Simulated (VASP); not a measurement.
Given:

```xyz
1
Lattice="0.0000 2.3217 2.3217 2.3217 0.0000 2.3217 2.3217 2.3217 0.0000" Properties=species:S:1:pos:R:3 pbc="T T T"
Sc     0.0000     0.0000     0.0000
```

Calculation: PBEsol GGA, VASP's PBE PAW potentials (set 64) (plane waves; VASP). Settings: 400 eV cut-off, 12×12×12 Γ-centred mesh, first-order Methfessel-Paxton smearing of 0.10 eV, potentials Sc_sv.

Energy and stress use the plane-wave basis of the starting cell.

The ions, cell shape and volume are relaxed. Which structure does the run end with?

```xyz
1
Lattice="0.0000 2.2765 2.2765 2.2765 0.0000 2.2765 2.2765 2.2765 0.0000" Properties=species:S:1:pos:R:3 pbc="T T T"
Sc     0.0000     0.0000     0.0000
```
Space group Fm-3m (225), at a tolerance of 0.03 Å.

How do energy and volume change from the first to the last step?

The energy (σ→0) changes by -13.7 meV/atom and the volume by -5.7 %, in 3 ionic steps.

The structure was generated: Sc was put into the fcc type (Fm-3m), which need not be its known phase. This run relaxes it. Symmetry was kept, so distortions that lower it aren't found.
